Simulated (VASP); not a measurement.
A convergence study with VASP on CdF2 (fluorite): a few settings are varied, all else stays as given below, so the limit is that of these other settings.

```
CdF2
1.0
    0.00000     2.69500     2.69500
    2.69500     0.00000     2.69500
    2.69500     2.69500     0.00000
Cd F
1 2
Cartesian
  0.00000   0.00000   0.00000
  1.34750   1.34750   1.34750
  4.04250   4.04250   4.04250
```

Method: HSE06 screened hybrid, VASP's PBE PAW potentials (set 64) (plane waves; VASP 6.6.1). The last row used: 300 eV cut-off, 4×4×4 Γ-centred mesh, Gaussian smearing of 0.050 eV, potentials Cd F.

Gaps are read on the run's mesh, which can miss a band edge.

```json
[
 {"setting": "ENCUT = 300, PRECFOCK = Fast", "E (eV/atom)": "[?]", "pressure (GPa)": "[?]", "gap on the mesh (eV)": "[?]", "electronic steps": "20"},
 {"setting": "ENCUT = 400, PRECFOCK = Fast", "E (eV/atom)": "-4.8161", "pressure (GPa)": "-6.46", "gap on the mesh (eV)": "5.208", "electronic steps": "20"},
 {"setting": "ENCUT = 520, PRECFOCK = Fast", "E (eV/atom)": "-4.7964", "pressure (GPa)": "2.56", "gap on the mesh (eV)": "5.183", "electronic steps": "20"},
 {"setting": "ENCUT = 300, PRECFOCK = Normal", "E (eV/atom)": "-4.9686", "pressure (GPa)": "-60.82", "gap on the mesh (eV)": "5.310", "electronic steps": "20"},
 {"setting": "ENCUT = 400, PRECFOCK = Normal", "E (eV/atom)": "[?]", "pressure (GPa)": "[?]", "gap on the mesh (eV)": "[?]", "electronic steps": "20"},
 {"setting": "ENCUT = 520, PRECFOCK = Normal", "E (eV/atom)": "-4.7969", "pressure (GPa)": "2.58", "gap on the mesh (eV)": "5.184", "electronic steps": "20"},
 {"setting": "ENCUT = 300, PRECFOCK = Accurate", "E (eV/atom)": "-4.9687", "pressure (GPa)": "-60.81", "gap on the mesh (eV)": "5.310", "electronic steps": "20"}
]
```

Task: Fill in the missing entries.

Result: 
- ENCUT = 400, PRECFOCK = Normal, E (eV/atom): -4.8205
- ENCUT = 400, PRECFOCK = Normal, pressure (GPa): -6.26
- ENCUT = 400, PRECFOCK = Normal, gap on the mesh (eV): 5.209
- ENCUT = 300, PRECFOCK = Fast, E (eV/atom): -4.9452
- ENCUT = 300, PRECFOCK = Fast, pressure (GPa): -61.51
- ENCUT = 300, PRECFOCK = Fast, gap on the mesh (eV): 5.309

Left out are rungs that failed or repeat a setting and relaxations that didn't move; long series are thinned to 24 rows.

The compound is CdF2 in the fluorite structure. The cell was not relaxed at this level.
